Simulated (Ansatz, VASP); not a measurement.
## RuSe: VASP beside Ansatz

File INCAR:

```
SYSTEM = RuSe
PREC = Accurate ; ENCUT = 520
EDIFF = 1E-6 ; ISMEAR = 0
SIGMA = 0.05 ; LREAL = .FALSE.
LASPH = .TRUE. ; NELM = 80
ALGO = Normal ; ISIF = 2
LWAVE = .FALSE. ; LCHARG = .FALSE.
ISPIN = 2 ; MAGMOM = -0.86 0
LORBIT = 11 ; LMAXMIX = 4
LDAU = .TRUE. ; LDAUTYPE = 2
LDAUL = 2 -1 ; LDAUU = 3 0
LDAUJ = 0 0 ; LDAUPRINT = 1
METAGGA = R2SCAN ; LMIXTAU = .TRUE.
NBANDS = 21
```

File KPOINTS:

```
regular mesh
0
G
  6 6 6
  0 0 0
```

POSCAR

```
RuSe
1.0
    0.0000000000      2.9063344000      2.9063344000
    2.9063344000      0.0000000000      2.9063344000
    2.9063344000      2.9063344000      0.0000000000
Ru Se
1 1
Direct
    0.0000000000      0.0000000000      0.0000000000
    0.2500000000      0.2500000000      0.2500000000
```

Contents of input.yaml:

```yaml
crystal:
  lattice:
    - [0.0, 2.9063344, 2.9063344]
    - [2.9063344, 0.0, 2.9063344]
    - [2.9063344, 2.9063344, 0.0]
  atoms:
    - { symbol: Ru, position: [0.0, 0.0, 0.0], spin: -0.86 }
    - { symbol: Se, position: [0.25, 0.25, 0.25] }
hamiltonian:
  xc: r2scan
  pseudopotentials: { kind: paw }
  hubbard: { sites: [{ species: Ru, l: d, u_eff: 3.0 }] }
magnetization:
  spin_polarized: true
kpoints:
  mp_grid: { grid: [6, 6, 6] }
scf:
  occupations: { method: gaussian, width: 0.05 }
output:
  forces: true
  stress: true
  eigenvalues: true
```

The cell comes from a database or a generator and needn't be the stable form of this composition.

Alike in both runs: task single point; functional r2SCAN; k mesh 6 × 6 × 6; occupations gaussian, width 0.05 eV; collinear spin, random start; Hubbard terms Ru d U = 3 eV.

```csv
,VASP,Ansatz
version,VASP 6.6.1,Ansatz 0.2.0
potentials or method,"VASP PAW PBE potentials, release 64 (Ru_pv, Se)",Ansatz PAW
plane-wave cutoff (eV),520,500
valence electrons in the cell,20,32
```

Ansatz gave:

```
gap on the k mesh at the Fermi level (eV)                     : none
pressure (GPa)                                                : -0.7
net moment per atom (μB)                                      : 1.00
size of the moment on the site where the two differ most (μB) : 1.76
```

**Question.** What did VASP give for the same quantities?

**Answer.** gap on the k mesh at the Fermi level (eV): none; pressure (GPa): -1.3; net moment per atom (μB): 1.00; size of the moment on the site where the two differ most (μB): 1.93.

Site moments also hang on the region over which each program counts them. The programs project onto different local orbitals, so the same U acts differently. A gap of «none» marks a metal or a gap that the smearing closes. The two sets of potentials don't hold the same shells in valence.

Caveats: the PAW data sets were made with another functional, which shifts forces and pressure a little (VASP); the magnetic or orbital state may not be the lowest (Ansatz); the PAW data sets come from PBE, with cores solved anew for the run's functional, which leaves a small shift of forces and pressure (Ansatz). The state reached can hang on the start; a lower one may exist.
